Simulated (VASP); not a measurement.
Wanted: the native input for a VASP 6.6.1 run.

```yaml
Task: band structure
Functional: PBE
Potentials_or_basis: VASP PAW PBE potentials, release 64 (Ga_d, P)
Cutoff: 520 eV
k_mesh: 10 × 10 × 10
Occupations: gaussian, width 0.02 eV
Spin: non-collinear spin, zero start, spin-orbit coupling
Starting_moments: "[[0.0, 0.0, 0.0], [0.0, 0.0, 0.0]] μB"
Further_INCAR_settings: ALGO = Normal; EDIFF = 1e-06; NBANDS = 30
```

GaP:

```
CELL_PARAMETERS angstrom
0.00000 2.71733 2.71733
2.71733 0.00000 2.71733
2.71733 2.71733 0.00000
ATOMIC_POSITIONS crystal
Ga 0.00000 0.00000 0.00000
P 0.25000 0.25000 0.25000
```

The cell was built by a generator and needn't be a form met in nature.

These files were run (other wordings do the same):

POSCAR

```
GaP                                     
1.0
    0.0000000000      2.7173336506      2.7173336506
    2.7173336506     -0.0000000000      2.7173336506
    2.7173336506      2.7173336506     -0.0000000000
  Ga              P             
     1     1
Direct
     1.0000000000000000    0.0000000000000000    0.0000000000000000
     0.2500000000000000    0.2500000000000000    0.2500000000000000
```

INCAR.step1

```
ALGO = Normal ; EDIFF = 1E-6
ENCUT = 520 ; GGA = PE
GGA_COMPAT = False ; ISIF = 2
ISMEAR = 0 ; LASPH = True
LCHARG = True ; LNONCOLLINEAR = True
LORBIT = 11 ; LREAL = False
LSORBIT = True ; LWAVE = False
MAGMOM = 0 0 0 0 0 0 ; NBANDS = 30
NELM = 100 ; PREC = Accurate
SIGMA = 0.02
```

KPOINTS.step1

```
k-points
0
Gamma
  10 10 10
```

INCAR.step2

```
ALGO = Normal ; EDIFF = 1E-6
ENCUT = 520 ; GGA = PE
GGA_COMPAT = False ; ICHARG = 11
ISIF = 2 ; ISMEAR = 0
LASPH = True ; LCHARG = False
LNONCOLLINEAR = True ; LORBIT = 11
LREAL = False ; LSORBIT = True
LWAVE = False ; MAGMOM = 0 0 0 0 0 0
NBANDS = 30 ; NELM = 100
PREC = Accurate ; SIGMA = 0.05
```

KPOINTS.step2

```
path GXWKGLUWLK,UX
15
line-mode
reciprocal
 0.0000000000  0.0000000000  0.0000000000  G
 0.5000000000  0.0000000000  0.5000000000  X

 0.5000000000  0.0000000000  0.5000000000  X
 0.5000000000  0.2500000000  0.7500000000  W

 0.5000000000  0.2500000000  0.7500000000  W
 0.3750000000  0.3750000000  0.7500000000  K

 0.3750000000  0.3750000000  0.7500000000  K
 0.0000000000  0.0000000000  0.0000000000  G

 0.0000000000  0.0000000000  0.0000000000  G
 0.5000000000  0.5000000000  0.5000000000  L

 0.5000000000  0.5000000000  0.5000000000  L
 0.6250000000  0.2500000000  0.6250000000  U

 0.6250000000  0.2500000000  0.6250000000  U
 0.5000000000  0.2500000000  0.7500000000  W

 0.5000000000  0.2500000000  0.7500000000  W
 0.5000000000  0.5000000000  0.5000000000  L

 0.5000000000  0.5000000000  0.5000000000  L
 0.3750000000  0.3750000000  0.7500000000  K

 0.6250000000  0.2500000000  0.6250000000  U
 0.5000000000  0.0000000000  0.5000000000  X
```

Potentials or basis: VASP PAW PBE potentials, release 64 (Ga_d, P).

Launch:

```console
$ cat potpaw_PBE.64/Ga_d/POTCAR potpaw_PBE.64/P/POTCAR > POTCAR
$ cp INCAR.step1 INCAR
$ cp KPOINTS.step1 KPOINTS
$ mpirun -np 1 vasp_ncl > vasp.out
$ cp INCAR.step2 INCAR
$ cp KPOINTS.step2 KPOINTS
$ mpirun -np 1 vasp_ncl > vasp.out
```

Results of the run:

The net moment is 0.00 μB per cell.

Caveat: the log is that of the step along the path at fixed density, whose energy, stress, charges and moments have no meaning.

Wall time 6 min on 1 thread of Intel(R) Xeon(R) 6975P-C (Granite Rapids) (shared host), peak memory 0.43 GiB.
